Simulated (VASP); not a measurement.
Data:

```
CELL_PARAMETERS angstrom
     -3.01154     3.01154     2.38744
      3.01154    -3.01154     2.38744
      3.01154     3.01154    -2.38744
ATOMIC_POSITIONS crystal
  Al 0.65810 0.15810 0.81621
  Al 0.15810 0.34190 0.50000
  Al 0.84190 0.65810 0.50000
  Al 0.34190 0.84190 0.18379
  Cu 0.75000 0.75000 0.00000
  Cu 0.25000 0.25000 0.00000
```

Calculation: PBEsol GGA with spin-orbit coupling, VASP's PBE PAW potentials (set 64) (plane waves; VASP). Run with 400 eV cut-off, 7×7×7 Γ-centred mesh, Gaussian smearing of 0.050 eV, potentials Al Cu.

Q: Give the stress tensor in GPa (positive for a compressed cell).

A: 
```
-1.24   0.00   0.00
 0.00  -1.24   0.00
 0.00   0.00   2.89
```
The pressure is its mean diagonal, 0.14 GPa.

The compound is Al2Cu in the sg140 structure. It was relaxed first.
